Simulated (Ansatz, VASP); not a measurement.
# Cross-check of H30C41O6 (amorphous poly(ether ketone) at 400 K) between VASP and Ansatz

Aim: how closely do two programs agree when they are given the same cell, functional and k mesh? The structure shown is the start of the Ansatz relaxation below; VASP solves that cell, so the two are compared at the walk's first step.

Program: Ansatz 0.2.0. Level of theory: plane waves, with VASP 6.6.1 beside it; single point at PBE with D3(BJ). Results are calculated unless marked as measured.

### 1. Set-up

The cell holds 154 atoms: 82 C, 12 O and 60 H. Cell: a = 12.148 Å, b = 12.148 Å, c = 12.148 Å, α = 90.0°, β = 90.0°, γ = 90.0°. As first built, before any earlier steps moved the atoms (in the runner's words): 2 poly(ether ketone) chains of 3 units placed at random, at 1.15 g/cm^3; overlaps pushed apart, then 20 ps at 800 K with MMFF94 bonds, angles, torsions, charges and radii (Halgren, J. Comput. Chem. 17, 490 (1996)) in harmonic and 12-6 forms; charges of ions scaled by 0.8. Snapshot after 30 ps at 400 K and fixed volume. The cell carries charge −1.

### 2. Ansatz: relaxation, PBE with D3(BJ)

Ansatz runs on its default PAW (the set named soft_2) files.

The two programs are compared at the cell with which this relaxation starts, whose forces are those of its first step.

Contents of input.yaml:

```yaml
crystal:
  lattice:
    - [12.14846, 0.0, 0.0]
    - [0.0, 12.14846, 0.0]
    - [0.0, 0.0, 12.14846]
  atoms:
    - { symbol: C, position: [0.23956, 0.40945, 0.2033] }
    - { symbol: C, position: [0.31041, 0.34439, 0.28122] }
    - { symbol: C, position: [0.40934, 0.29672, 0.24497] }
    - { symbol: C, position: [0.47708, 0.23926, 0.31698] }
    - { symbol: C, position: [0.44986, 0.23004, 0.42904] }
    - { symbol: C, position: [0.34979, 0.27503, 0.46543] }
    - { symbol: C, position: [0.28095, 0.33014, 0.39184] }
    - { symbol: C, position: [0.52934, 0.17277, 0.50368] }
    - { symbol: O, position: [0.58178, 0.09215, 0.46998] }
    - { symbol: C, position: [0.54913, 0.21802, 0.61563] }
    - { symbol: C, position: [0.52373, 0.32755, 0.64152] }
    - { symbol: C, position: [0.5491, 0.37255, 0.74355] }
    - { symbol: C, position: [0.59844, 0.30617, 0.82348] }
    - { symbol: C, position: [0.62483, 0.19619, 0.79976] }
    - { symbol: C, position: [0.60198, 0.15378, 0.69638] }
    - { symbol: O, position: [0.62885, 0.3434, 0.92599] }
    - { symbol: C, position: [0.60137, 0.44931, 0.95871] }
    - { symbol: C, position: [0.68738, 0.51784, 0.99151] }
    - { symbol: C, position: [0.66431, 0.62428, 0.02722] }
    - { symbol: C, position: [0.55524, 0.66212, 0.0326] }
    - { symbol: C, position: [0.46956, 0.5904, 0.00253] }
    - { symbol: C, position: [0.4918, 0.4847, 0.96496] }
    - { symbol: C, position: [0.52714, 0.77142, 0.0821] }
    - { symbol: O, position: [0.43806, 0.7841, 0.12947] }
    - { symbol: C, position: [0.6093, 0.86147, 0.07706] }
    - { symbol: C, position: [0.61787, 0.93545, 0.16572] }
    - { symbol: C, position: [0.69637, 0.01839, 0.16491] }
    - { symbol: C, position: [0.7656, 0.03027, 0.07328] }
    - { symbol: C, position: [0.75363, 0.96185, 0.98136] }
    - { symbol: C, position: [0.67733, 0.87675, 0.98494] }
[... 118 atom lines left out ...]
    - { symbol: H, position: [0.25111, 0.85516, 0.11093] }
    - { symbol: H, position: [0.94365, 0.71304, 0.22186] }
    - { symbol: H, position: [0.94347, 0.59077, 0.05807] }
    - { symbol: H, position: [0.18193, 0.99422, 0.22736] }
    - { symbol: H, position: [0.2606, 0.88816, 0.29445] }
    - { symbol: H, position: [0.1617, 0.9673, 0.37087] }
total_charge: -1
kpoints:
  mp_grid: { grid: [1, 1, 1] }
hamiltonian:
  xc: pbe
  dispersion: d3bj
scf:
  occupations: { method: fermi_dirac, width: 0.01 }
  lower_state_search: "off"
output:
  forces: true
magnetization:
  spin_polarized: true
  initial_magnetization: 1
relax:
  f_tol: 0.05
  max_steps: 90
```

The run is started by

```
$ ansatz run input.yaml --threads 4 --pin off --max-ram 8192MiB --backend cpu --events-out ev --progress --plain --runs-dir out
```

Numbers of over 12 decimals in the logs are rounded to 6 here.

Log:

```text
Engine: ansatz 0.2.0, aarch64-unknown-linux-gnu
Pseudopotentials: kind: paw
Pseudopotential: C, paw, valence charge 4, recommended cutoff 420 eV (normal), C.paw.azcp
Pseudopotential: O, paw, valence charge 6, recommended cutoff 420 eV (normal), O.paw.azcp
Pseudopotential: H, paw, valence charge 1, recommended cutoff 420 eV (normal), H.paw.azcp
Functional definition: PBE
  parameter kappa = 0.804
  parameter beta = 0.066725
  exchange = pbe_x(kappa = kappa, mu = beta*pi^2/3)
  correlation = pbe_c(beta = beta)
Crystal: 154 atoms, lattice volume = 1792.931 Å³
Basis set: ecut = 420 eV, 35033 PW (Γ), exchange–correlation on 180×180×180 points (8 copies of the dense FFT grid, shifted against one another)
Bands: 385, of which v1, the nominal top of the filled ones, is band 231 counted from 1 (230 counted from 0)
Symmetry: 1 space group operations
Space group: P1 (ITA 1), of the structure as read, at distance tolerance 1.2e-4 Å
Magnetic group: BNS 1.1 (UNI 1), of the structure as read, at distance tolerance 1.2e-4 Å
k-points: 1
Non-local potential: C, projectors of the file, l = 0: 2, l = 1: 2, l = 2: 1
Non-local potential: O, projectors of the file, l = 0: 2, l = 1: 2, l = 2: 1
Non-local potential: H, projectors of the file, l = 0: 2, l = 1: 1
PAW form: soft (Blöchl's): semilocal exchange-correlation on the pseudo side does not see the compensation charge
PAW one-centre angular grid: C, 110 points (default); XC on 64 Gauss nodes
PAW one-centre angular grid: O, 110 points (default); XC on 64 Gauss nodes
PAW one-centre angular grid: H, 110 points (default); XC on 64 Gauss nodes
Initial density: superposition of atomic densities (chi_scale 0.1, normalization cell, long waves kept (reshape's long-wave potential 0.89 eV rms))
Starting moments: Σ|m| = 1 μB on 154 of 154 sites
Initial wavefunctions: pseudopotential atomic-orbital guess
Functional: x = pbe(κ = 0.804, μ = 0.219515), c = pbe(β = 0.066725)
SCF iter   1: F=—  HF=-28447.496447 eV  |F-HF|=—  |Δ(HF+E_count)|=         —  Δρ=6.23e-2 (↑6.23e-2 ↓6.21e-2)  dr2=3.78e2  dr2_m=1.35e-1  M=1.000 μB ∫|m|=1.030 μB  β_m=1.00  ethr=3.10e-3  ⟨swp⟩=5.0  Hψ=3082  notcnv=0  defer=252
preconditioner: auto → Resta (q_TF=auto, 2.176 Å⁻¹)  ε∞=2.4  [insulator: Δε(μ)=0.091 eV  Ē_g=15.043 eV  σ=0.010 eV  W_gap=0.98  n_scr=304 (ndim 8)  ℏωp=17.8 eV  f_vac=0.134  D(μ)=2.02/eV (n_scr^D=0)  ε∞_Penn≈2.4]
spin=Collinear: Resta preconditioning applied to the charge; magnetization (m = ρ↑ − ρ↓) channel mixes plain (no charge-response kernel on spin).
SCF iter   2: F=—  HF=-28370.150127 eV  |F-HF|=—  |Δ(HF+E_count)|=         —  Δρ=3.75e-2 (↑3.74e-2 ↓3.75e-2)  dr2=1.00e2  dr2_m=7.75e-2  M=0.024 μB ∫|m|=0.213 μB  β_m=0.30  ethr=3.10e-3  ⟨swp⟩=3.0  Hψ=1444  notcnv=0  defer=294
Mixer restart at iter 2: flushing history
preconditioner: auto → Kerker (q_TF=auto, 2.176 Å⁻¹)  [metal: Δε(μ)=0.001 eV  Ē_g=15.095 eV  σ=0.010 eV  W_gap=0.02  n_scr=304 (ndim 8)  ℏωp=18.1 eV  f_vac=0.142  D(μ)=49.97/eV (n_scr^D=340)]
spin=Collinear: Kerker preconditioning applied to the charge; magnetization (m = ρ↑ − ρ↓) channel mixes plain (no charge-response kernel on spin).
SCF iter   3: F=—  HF=-28354.726598 eV  |F-HF|=—  |Δ(HF+E_count)|=    1.54e1  Δρ=2.67e-2 (↑2.66e-2 ↓2.67e-2)  dr2=5.56e1  dr2_m=3.83e-2  M=0.361 μB ∫|m|=0.426 μB  β_m=0.30  ethr=3.10e-3  ⟨swp⟩=3.0  Hψ=1346  notcnv=0  defer=298
SCF iter   4: F=—  HF=-28335.056015 eV  |F-HF|=—  |Δ(HF+E_count)|=    1.97e1  Δρ=7.46e-3 (↑7.46e-3 ↓7.11e-3)  dr2=6.18e0  dr2_m=2.89e-2  M=0.513 μB ∫|m|=0.583 μB  β_m=0.30  ethr=3.10e-3  ⟨swp⟩=3.0  Hψ=950  notcnv=0  defer=298
SCF iter   5: F=—  HF=-28334.358387 eV  |F-HF|=—  |Δ(HF+E_count)|=   6.98e-1  Δρ=5.19e-3 (↑5.19e-3 ↓5.03e-3)  dr2=2.84e0  dr2_m=1.25e-2  M=0.433 μB ∫|m|=0.496 μB  β_m=0.30  ethr=1.34e-3  ⟨swp⟩=3.5  Hψ=927  notcnv=0  defer=292
SCF iter   6: F=—  HF=-28334.424474 eV  |F-HF|=—  |Δ(HF+E_count)|=   6.61e-2  Δρ=4.10e-3 (↑4.10e-3 ↓3.47e-3)  dr2=1.98e0  dr2_m=2.84e-2  M=0.913 μB ∫|m|=0.955 μB  β_m=0.30  ethr=6.16e-4  ⟨swp⟩=2.0  Hψ=482  notcnv=0  defer=292
SCF iter   7: F=—  HF=-28334.577105 eV  |F-HF|=—  |Δ(HF+E_count)|=   1.53e-1  Δρ=3.98e-3 (↑3.98e-3 ↓2.40e-3)  dr2=1.81e0  dr2_m=2.90e-2  M=0.534 μB ∫|m|=0.654 μB  β_m=0.30  ethr=4.30e-4  ⟨swp⟩=3.0  Hψ=496  notcnv=0  defer=292
SCF iter   8: F=—  HF=-28334.644748 eV  |F-HF|=—  |Δ(HF+E_count)|=   6.76e-2  Δρ=2.52e-3 (↑2.52e-3 ↓1.67e-3)  dr2=6.56e-1  dr2_m=1.66e-2  M=0.865 μB ∫|m|=0.943 μB  β_m=0.30  ethr=3.92e-4  ⟨swp⟩=2.0  Hψ=491  notcnv=0  defer=292
SCF iter   9: F=—  HF=-28334.688464 eV  |F-HF|=—  |Δ(HF+E_count)|=   4.37e-2  Δρ=1.91e-3 (↑1.91e-3 ↓1.53e-3)  dr2=4.92e-1  dr2_m=1.10e-2  M=0.983 μB ∫|m|=1.066 μB  β_m=0.30  ethr=1.42e-4  ⟨swp⟩=2.0  Hψ=898  notcnv=0  defer=292
[...]
- { symbol: H, position: [0.210166, 0.365733, 0.134536] }
    - { symbol: H, position: [0.171529, 0.454081, 0.244523] }
    - { symbol: H, position: [0.290902, 0.482647, 0.165587] }
    - { symbol: H, position: [0.435289, 0.309581, 0.159940] }
    - { symbol: H, position: [0.552517, 0.204809, 0.289479] }
    - { symbol: H, position: [0.321222, 0.268733, 0.550459] }
    - { symbol: H, position: [0.202916, 0.369478, 0.420423] }
    - { symbol: H, position: [0.476411, 0.379643, 0.587720] }
    - { symbol: H, position: [0.522132, 0.455208, 0.769114] }
    - { symbol: H, position: [0.674299, 0.147586, 0.858793] }
    - { symbol: H, position: [0.632489, 0.073607, 0.672622] }
    - { symbol: H, position: [0.773403, 0.488786, 0.989289] }
    - { symbol: H, position: [0.731379, 0.677948, 0.053684] }
    - { symbol: H, position: [0.384673, 0.612125, 0.020665] }
    - { symbol: H, position: [0.427226, 0.423186, 0.952040] }
    - { symbol: H, position: [0.561930, 0.927496, 0.233015] }
    - { symbol: H, position: [0.704310, 0.075155, 0.230300] }
    - { symbol: H, position: [0.806361, 0.967102, 0.906776] }
    - { symbol: H, position: [0.670494, 0.820024, 0.912764] }
    - { symbol: H, position: [0.969807, 0.939745, 0.017889] }
    - { symbol: H, position: [0.123496, 0.949944, 0.887671] }
    - { symbol: H, position: [0.073487, 0.300446, 0.855207] }
    - { symbol: H, position: [0.917921, 0.289506, 0.985735] }
    - { symbol: H, position: [0.300627, 0.00290894, 0.922255] }
[...]
- { symbol: C, position: [0.905782, 0.344357, 0.652160] }
    - { symbol: C, position: [0.895938, 0.467287, 0.651636] }
    - { symbol: C, position: [0.950046, 0.531164, 0.571963] }
    - { symbol: C, position: [0.944923, 0.645452, 0.573921] }
    - { symbol: C, position: [0.886430, 0.700258, 0.657590] }
    - { symbol: C, position: [0.831009, 0.636411, 0.736631] }
    - { symbol: C, position: [0.834645, 0.522299, 0.732440] }
    - { symbol: C, position: [0.889472, 0.821428, 0.673431] }
    - { symbol: O, position: [0.878196, 0.860396, 0.767479] }
    - { symbol: C, position: [0.906805, 0.896942, 0.578779] }
    - { symbol: C, position: [0.874365, 0.872172, 0.470447] }
    - { symbol: C, position: [0.884702, 0.949988, 0.386939] }
    - { symbol: C, position: [0.929174, 0.052885, 0.411227] }
    - { symbol: C, position: [0.964096, 0.078895, 0.517943] }
    - { symbol: C, position: [0.951475, 1.001666, 0.600976] }
    - { symbol: O, position: [0.943639, 0.128220, 0.326238] }
    - { symbol: C, position: [0.892351, 0.228818, 0.336105] }
    - { symbol: C, position: [0.942624, 0.318718, 0.284105] }
    - { symbol: C, position: [0.892736, 0.421207, 0.288163] }
    - { symbol: C, position: [0.791208, 0.436629, 0.342690] }
    - { symbol: C, position: [0.741804, 0.344774, 0.392831] }
    - { symbol: C, position: [0.791730, 0.241706, 0.390901] }
    - { symbol: C, position: [0.738546, 0.546132, 0.337629] }
    - { symbol: O, position: [0.781122, 0.622278, 0.284267] }
    - { symbol: C, position: [0.628059, 0.566966, 0.388558] }
    - { symbol: C, position: [0.602609, 0.553203, 0.500190] }
    - { symbol: C, position: [0.500462, 0.586491, 0.541704] }
[...]
- { symbol: O, position: [0.322149, 0.674694, 0.504207] }
[...]
- { symbol: C, position: [0.091476, 0.570154, 0.895888] }
    - { symbol: O, position: [0.042678, 0.481044, 0.903530] }
    - { symbol: C, position: [0.090195, 0.649404, 0.988879] }
    - { symbol: C, position: [0.176314, 0.723904, 0.00830107] }
    - { symbol: C, position: [0.179727, 0.788314, 0.103078] }
    - { symbol: C, position: [0.094509, 0.779766, 0.180280] }
    - { symbol: C, position: [0.00584377, 0.707462, 0.161228] }
    - { symbol: C, position: [0.00522202, 0.642681, 0.067593] }
    - { symbol: O, position: [0.091036, 0.836630, 0.276424] }
    - { symbol: C, position: [0.178153, 0.912627, 0.298689] }
[...]
- { symbol: H, position: [0.303219, 0.470273, 0.591966] }
    - { symbol: H, position: [0.244697, 0.729556, 0.950573] }
    - { symbol: H, position: [0.251268, 0.840046, 0.117452] }
    - { symbol: H, position: [0.939178, 0.701636, 0.221035] }
    - { symbol: H, position: [0.938441, 0.584422, 0.053755] }
    - { symbol: H, position: [0.180814, 0.978112, 0.236170] }
    - { symbol: H, position: [0.258342, 0.870737, 0.302041] }
    - { symbol: H, position: [0.158805, 0.948545, 0.379008] }
```

### 3. VASP: single point, PBE with D3(BJ), start cell

The same cell, functional, mesh and smearing now go to VASP, with its own data sets.

Lines of VASP's logs that name or quote its potential files are left out, and so is its time.

Contents of INCAR:

```
SYSTEM = H30C41O6
PREC = Accurate
ENCUT = 520
EDIFF = 1E-06
NELM = 200
ISMEAR = -1
SIGMA = 0.01
LREAL = Auto
ALGO = Normal
GGA = PE
IVDW = 12
NELECT = 461
NBANDS = 338
ISPIN = 2
MAGMOM = -0 0.01 -0 0 -0 0 -0 0.02 0 0 -0 0.02 -0 0.01 0.02 -0 0.01 0.01 0.01 -0 0.03 -0 0 -0 0.01 -0 0 0 -0 0 0 0 -0 0.01 -0 0 -0 0 -0 0 0 -0 0.01 -0 0 -0 0 -0 0.01 0 0 -0 0.01 -0 0 0.01 -0 0 0 0 -0 0.01 -0 0 -0 0 -0 0 0 -0 0 0 0 -0 0 -0 0 -0 0 -0 0 0 0.03 0 0.04 0 0.01 0 0.02 0 0.01 0 0 0 0 0 0 0 -0 -0 0 -0 0 0 -0 0 -0 -0 0 -0 0 0 -0 0 -0 -0 0 -0 0 0 -0 0 0 0 0 0 0 0 -0 -0 0 -0 0 0 -0 0 -0 -0 0 -0 0 0 -0 0 -0 -0 0 -0 0 0 -0 0 0 0
LORBIT = 11
LWAVE = .FALSE.
LCHARG = .FALSE.
ISIF = 2
LASPH = .TRUE.
GGA_COMPAT = .FALSE.
```

Contents of POSCAR:

```
H30C41O6
1.0
   12.1484600000      0.0000000000      0.0000000000
    0.0000000000     12.1484600000      0.0000000000
    0.0000000000      0.0000000000     12.1484600000
C O H
82 12 60
Direct
    0.2395612283      0.4094510745      0.2033014884
    0.3104097145      0.3443893300      0.2812208296
    0.4093440650      0.2967207366      0.2449693212
    0.4770810457      0.2392566630      0.3169784483
    0.4498594884      0.2300373875      0.4290420350
    0.3497891914      0.2750307446      0.4654334788
    0.2809491903      0.3301406104      0.3918439045
    0.5293428138      0.1727708697      0.5036770093
    0.5491313302      0.2180194033      0.6156335865
    0.5237289335      0.3275476892      0.6415216414
    0.5490984042      0.3725492779      0.7435510345
    0.5984379913      0.3061704940      0.8234788607
    0.6248281675      0.1961894759      0.7997639207
    0.6019775346      0.1537808084      0.6963763308
    0.6013684039      0.4493079781      0.9587058771
    0.6873793057      0.5178434139      0.9915083887
    0.6643064224      0.6242766573      0.0272215573
    0.5552391003      0.6621168444      0.0325967242
    0.4695574583      0.5904040512      0.0025270693
    0.4917989605      0.4847034110      0.9649618141
    0.5271367729      0.7714228799      0.0821009412
    0.6093035660      0.8614672148      0.0770632656
    0.6178725534      0.9354519009      0.1657164776
    0.6963680993      0.0183891621      0.1649097910
    0.7656032123      0.0302672108      0.0732767775
    0.7536263856      0.9618503086      0.9813589541
    0.6773286491      0.8767531029      0.9849396549
    0.9302907529      0.1165332890      0.0086019133
    0.9917471021      0.0223732062      0.9837378565
    0.0784214625      0.0304729982      0.9094239105
[... 118 atom lines left out ...]
    0.2511100172      0.8551618888      0.1109276402
    0.9436504709      0.7130368787      0.2218635119
    0.9434693780      0.5907662370      0.0580732043
    0.1819325248      0.9942165509      0.2273621513
    0.2606009321      0.8881619563      0.2944488437
    0.1616995076      0.9672995590      0.3708700527
```

Contents of KPOINTS:

```
Automatic mesh
0
Gamma
1 1 1
0 0 0
```

Potentials, in the order of the species: C, O and H (PBE family, release 64).

The run is started by

```
$ export OMP_NUM_THREADS=3
$ mpirun -np 1 vasp_gam
```

Log:

```text
[banner, memory and clock lines left out]
running    1 mpi-ranks, on    1 nodes
[...]
Offloading initialized ...    1 GPUs detected
[...]
LDA part: xc-table for (Slater+PW92), standard interpolation
 POSCAR, INCAR and KPOINTS ok, starting setup
[...]
entering main loop
       N       E                     dE             d eps       ncg     rms          rms(c)
DAV:   1     0.336736334163E+04    0.33674E+04   -0.24181E+05  1376   0.126E+03
DAV:   2    -0.729911462102E+03   -0.40973E+04   -0.38921E+04  1692   0.299E+02
DAV:   3    -0.111596390494E+04   -0.38605E+03   -0.38130E+03  1672   0.936E+01
DAV:   4    -0.112608220442E+04   -0.10118E+02   -0.10071E+02  1680   0.170E+01
DAV:   5    -0.112639045187E+04   -0.30825E+00   -0.30788E+00  1792   0.279E+00BRMIX: very serious problems
 the old and the new charge density differ
 old charge density:   460.00000 new  461.00000
    0.525E+01
DAV:   6    -0.105219333740E+04    0.74197E+02   -0.11484E+02  1568   0.162E+01    0.282E+01
DAV:   7    -0.103648535446E+04    0.15708E+02   -0.43173E+01  1656   0.108E+01    0.126E+01
DAV:   8    -0.103530876383E+04    0.11766E+01   -0.55761E+00  1656   0.467E+00    0.628E+00
DAV:   9    -0.103529928595E+04    0.94779E-02   -0.23595E+00  1632   0.269E+00    0.361E+00
[...]
DAV:  25    -0.103532502038E+04    0.61815E-05   -0.19390E-05  1520   0.831E-03    0.162E-02
DAV:  26    -0.103532501902E+04    0.13637E-05   -0.94819E-06  1512   0.464E-03    0.373E-03
DAV:  27    -0.103532501937E+04   -0.35275E-06   -0.11395E-06  1024   0.275E-03
   1 F= -.10456997E+04 E0= -.10456913E+04  d E =-.168230E-01  mag=    -0.9996
```

OUTCAR, selected parts (step 3):

```text
 magnetization (x)
# of ion       s       p       d       tot
------------------------------------------
    1        0.000   0.001   0.000   0.001
    2       -0.001  -0.011   0.000  -0.012
    3        0.000   0.002   0.000   0.003
    4       -0.001  -0.006   0.000  -0.007
    5        0.000   0.000   0.000   0.001
    6       -0.001  -0.008   0.000  -0.008
[...]
152       -0.000  -0.000   0.000  -0.000
  153       -0.000   0.000   0.000  -0.000
  154        0.000  -0.000   0.000   0.000
--------------------------------------------------
tot         -0.021  -0.541   0.000  -0.561
```

The run ends at a pressure of 0.47 GPa, with forces up to 1.3 eV/Å.

### 4. Side by side

Known differences besides the potentials themselves: VASP starts from the moments at which Ansatz ended; the cutoff is 420 eV in Ansatz and 520 eV in VASP (PREC = Accurate, projectors in real space). Total energies have different zeros and are not compared.

Forces on 8 of the 154 atoms, those with the largest forces and the largest differences (eV/Å; atoms numbered as in POSCAR):

| atom | Ansatz x, y, z | VASP x, y, z |
| --- | --- | --- |
| C8 | -0.258, 0.501, 0.290 | -0.471, 0.821, 0.421 |
| C21 | 0.663, -0.305, -0.412 | 1.030, -0.369, -0.623 |
| C34 | -0.038, -0.237, 0.329 | -0.016, -0.557, 0.596 |
| C49 | 0.100, -0.149, -0.519 | 0.174, -0.310, -0.898 |
| O83 | 0.294, -0.485, -0.213 | 0.522, -0.830, -0.354 |
| O85 | -0.717, 0.148, 0.339 | -1.108, 0.204, 0.544 |
| O89 | -0.077, 0.187, 0.478 | -0.151, 0.357, 0.879 |
| O93 | -0.049, -0.124, 0.032 | -0.262, -0.507, 0.069 |

The forces differ by 74 meV/Å r.m.s., which is 45.7 % of the r.m.s. force of 0.161 eV/Å (both taken over all components). Moments aren't recorded for both runs of this pair, so they may hold unlike magnetic states. The cell carries a charge of -1 e against a uniform background, so its pressure also hangs on how the neutralising background is counted, and in a defect's cell a gap may be the spacing between its levels.

### 5. Outcome

```
r.m.s. force difference (single point, PBE with D3(BJ), start cell) : 74 meV/Å
```

The r.m.s. force difference is 74 meV/Å (single point, PBE with D3(BJ), start cell), beyond the 12 meV/Å picked in this series as the mark of a large difference. What causes the difference of the single point, PBE with D3(BJ), start cell pair stays open here. 1 further run of this series is not shown here. Such differences can come from data sets, numerical settings and the points named under the comparisons, not from the functional's error against experiment.

[Lines on the potential files, build, host, timing and source positions are cut from VASP's logs without a mark.]

[Logs are printed without paths, hosts, clocks, repeated set-up lines and the standing remarks that a program may print on its own settings, such as how far it seeks lower states.]

[Hosts, paths, dates, database ids (printed as entryN), source tags and the programs' standing remarks are cut or masked in the printed files.]

[The MMFF94 radii named for the starting cell were scaled by 0.96; in molecules described by MMFF94, hydrogen bound to N, O or S took a small fixed 12-6 site in their place.]
